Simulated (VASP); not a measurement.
A convergence study with VASP on RbCl (rock salt): one setting is varied, all else stays as given below, so the limit is that of these other settings.

```
RbCl
1.0
    0.00000     3.29000     3.29000
    3.29000     0.00000     3.29000
    3.29000     3.29000     0.00000
Rb Cl
1 1
Direct
  0.00000   0.00000   0.00000
  0.50000   0.50000   0.50000
```

Computed with PBE GGA, VASP's PBE PAW potentials (set 64) (plane waves; VASP). The tightest run used: 600 eV cut-off, 6×6×6 Γ-centred mesh, Gaussian smearing of 0.010 eV, potentials Rb_sv Cl.

Task: The settings run are ENCUT = 200; ENCUT = 300; ENCUT = 400; ENCUT = 500; ENCUT = 600. From which on does the highest Γ mode stay within 1 cm⁻¹ of the tightest run?

Result: From ENCUT = 300 on: it is off by 0.6 there and by no more than 1 in any finer run, while ENCUT = 200 is off by 1.5.
```csv
setting,highest Γ mode (cm⁻¹),plane waves,difference judged (cm⁻¹)
ENCUT = 200,115.7,471,1.5
ENCUT = 300,117.8,869,0.6
ENCUT = 400,116.8,1308,0.3
ENCUT = 500,117.2,1821,0.0
ENCUT = 600,117.2,2421,0.0
```

Left out are rungs that failed or repeat a setting and relaxations that didn't move; long series are thinned to 24 rows.

The compound is RbCl in the rock salt structure. The cell was not relaxed at this level.
